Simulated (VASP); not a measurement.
The input files of a VASP run:

INCAR:
```
LWAVE=F
LCHARG=F
PREC=Accurate
LREAL=F
ISMEAR=-1
SYSTEM=HfSi2
LMAXMIX=6   ! l cut-off of mixed one-centre charges
EDIFF=1E-6   ! SCF stop (eV)
ALGO=Normal   ! blocked Davidson
ENCUT=300   ! plane-wave cut-off (eV)
NELM=100   ! most electronic steps
LASPH=T
GGA=PE   ! PBE
ISIF=2   ! forces and stress, cell fixed
SIGMA=0.136
```

KPOINTS:
```
Regular mesh
0
Gamma
  5 5 5
```

### POSCAR
```
HfSi2
1.0
  1.8035150000  -7.2164190000   0.0000000000
  1.8035150000   7.2164190000   0.0000000000
  0.0000000000   0.0000000000   3.6088400000
Hf Si
2 4
Cartesian
  1.8035150000  -5.6902907099   0.9022100000
  1.8035150000   5.6902907099   2.7066300000
  1.8035150000   3.6051786040   0.9022100000
  1.8035150000  -3.6051786040   2.7066300000
  1.8035150000   0.7624868315   2.7066300000
  1.8035150000  -0.7624868315   0.9022100000
```

POTCAR, in this order: Hf_pv Si (PBE.64 set). Program: vasp_std.

### Question
Translate this PBE calculation to Quantum ESPRESSO's pw.x.

### Answer
One equivalent input (not run):
```
&CONTROL
  calculation = 'scf'
  pseudo_dir = './pseudo'
  outdir = './out'
  tprnfor = .true.
  tstress = .true.
/
&SYSTEM
  ibrav = 0
  nat = 6
  ntyp = 2
  ecutwfc = 58
  occupations = 'smearing'
  smearing = 'fermi-dirac'
  degauss = 0.009996
  input_dft = 'pbe'
/
&ELECTRONS
  conv_thr = 7.3e-08
  electron_maxstep = 100
/
ATOMIC_SPECIES
  Hf 178.490 Hf.upf
  Si 28.085 Si.upf
CELL_PARAMETERS angstrom
     1.8035150   -7.2164190    0.0000000
     1.8035150    7.2164190    0.0000000
     0.0000000    0.0000000    3.6088400
ATOMIC_POSITIONS crystal
  Hf   0.8942600  0.1057400  0.2500000
  Hf   0.1057400  0.8942600  0.7500000
  Si   0.2502100  0.7497900  0.2500000
  Si   0.7497900  0.2502100  0.7500000
  Si   0.4471700  0.5528300  0.7500000
  Si   0.5528300  0.4471700  0.2500000
K_POINTS automatic
  5 5 5 0 0 0
```
What does not carry over: the potentials are each code's own (VASP's PAW set, PseudoDojo norm-conserving files in pw.x), so ENCUT and ecutwfc are chosen apart and not converted; conv_thr bounds pw.x's estimated SCF error, while EDIFF bounds the energy change between steps.

The structure comes from a computed database's HfSi2 entry (Cmcm); how it stands against other phases isn't given here. The cell was not relaxed at this level. The k-mesh is coarse (spacing up to 0.36 per Å, 2π included), so the numbers may not be converged in it. The run is one of a series of settings (KPOINTS 5×5×5 Γ-centred mesh against the base run), some of them coarse on purpose.
